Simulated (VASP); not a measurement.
VASP ran on this input.

**KPOINTS**
```
Regular mesh
0
gamma
 8 8 8
0 0 0
```

POSCAR:
```
SrO
1
    0.0000000000     2.6023952996     2.6023952996
    2.6023952996     0.0000000000     2.6023952996
    2.6023952996     2.6023952996     0.0000000000
Sr O
1 1
Direct
  0.0000000000   0.0000000000   0.0000000000
  0.5000000000   0.5000000000   0.5000000000
```

INCAR:
```
SYSTEM = SrO
PREC = Accurate
ENCUT = 520
EDIFF = 1E-6
NELM = 100
ALGO = Normal
LREAL = .FALSE.
LASPH = .TRUE.
ISMEAR = 0
SIGMA = 0.05
GGA = PE
LMAXMIX = 4
LWAVE = .FALSE.
LCHARG = .TRUE.
```

POTCAR, in this order: Sr_sv O (PBE.64 set). Program: vasp_std.

**Question.** Write an equivalent input for Quantum ESPRESSO's pw.x.

**Answer.** One equivalent input (not run):
```
&CONTROL
  calculation = 'scf'
  pseudo_dir = './pseudo'
  outdir = './out'
  tprnfor = .true.
  tstress = .true.
/
&SYSTEM
  ibrav = 0
  nat = 2
  ntyp = 2
  ecutwfc = 84
  occupations = 'smearing'
  smearing = 'gaussian'
  degauss = 0.003675
  input_dft = 'pbe'
/
&ELECTRONS
  conv_thr = 7.3e-08
  electron_maxstep = 100
/
ATOMIC_SPECIES
  Sr 87.620 Sr.upf
  O 15.999 O.upf
CELL_PARAMETERS angstrom
     0.0000000    2.6023953    2.6023953
     2.6023953    0.0000000    2.6023953
     2.6023953    2.6023953    0.0000000
ATOMIC_POSITIONS crystal
  Sr   0.0000000  0.0000000  0.0000000
  O    0.5000000  0.5000000  0.5000000
K_POINTS automatic
  8 8 8 0 0 0
```
Limits of the translation: the potentials are each code's own (VASP's PAW set, PseudoDojo norm-conserving files in pw.x), so ENCUT and ecutwfc are chosen apart and not converted; conv_thr bounds pw.x's estimated SCF error, while EDIFF bounds the energy change between steps.

The compound is SrO in the rock salt structure. It was relaxed first.
